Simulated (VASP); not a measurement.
Input:

```xyz
4
Lattice="-1.9499 1.9499 4.3676 1.9499 -1.9499 4.3676 1.9499 1.9499 -4.3676" Properties=species:S:1:pos:R:3 pbc="T T T"
Ti     0.0000     0.0000     0.0000
Al     0.0000     0.0000     4.3676
Al     0.0000     1.9499     2.1838
Al     1.9499     0.0000     2.1838
```

All values below come from PBE GGA, VASP's PBE PAW potentials (set 64) (plane waves; VASP 6.6.1). Settings: 300 eV cut-off, 8×8×8 Γ-centred mesh, Fermi-Dirac smearing of 0.10 eV, potentials Ti_sv Al.

At this cut-off the stress carries a Pulay error, which pulls relaxed volumes low.

**Question.** Estimate the energy per atom (σ→0), pressure, band gap (on the k-mesh) with the smallest direct gap where there is one.

**Answer.** 
| Property | Value |
|---|---|
| band gap (on the k-mesh) | none (metal, semimetal or under 0.01 eV) |
| energy per atom (σ→0) | -497.2 kJ/mol-atom |
| pressure | -4.09 GPa |

The structure comes from a computed database's TiAl3 entry; how it stands against other phases isn't given here. The cell was not relaxed at this level. The electron count is odd and the run is not spin-polarised, which forces a metal.
